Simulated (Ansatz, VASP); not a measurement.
## CsMo3P: VASP beside Ansatz

```
Cs Mo P
1.0
     3.14625    0.00000    0.00000
     0.00000    4.84524    0.00000
     0.00000    0.00000    6.81629
Cs Mo P
1 3 1
Direct
  0.00000 0.50000 0.00000
  0.50000 0.00000 0.00000
  0.00000 0.00000 0.33491
  0.00000 0.00000 0.66509
  0.00000 0.50000 0.50000
```

Alike in both runs: functional PBE; k mesh 4 × 4 × 4; occupations gaussian, width 0.1 eV; no spin polarisation.

Ansatz relaxed the structure, and its values are those at the end. VASP's run is a single point on that final structure, the one shown.

```csv
,VASP,Ansatz
version,VASP 6.6.1,Ansatz 0.2.0
potentials or method,"VASP PAW PBE potentials, release 64 (Cs_sv, Mo_sv, P)","scalar-relativistic, plane waves, PAW"
plane-wave cutoff (eV),520,420
valence electrons in the cell,56,56
```

Ansatz gave:

```
gap on the k mesh at the Fermi level (eV) : none
pressure (GPa)                            : 0.0
rms of the force components (eV/Å)        : 0.004
```

Q: What did VASP give for the same quantities?

A: gap on the k mesh at the Fermi level (eV): none; pressure (GPa): 0.9; rms of the force components (eV/Å): 0.047.

A gap of «none» marks a metal or a gap that the smearing closes.

Caveats: the k mesh is coarse (spacing up to 0.50 Å⁻¹), so the values aren't converged. Spin-orbit coupling is left out, which matters for the levels of Cs.
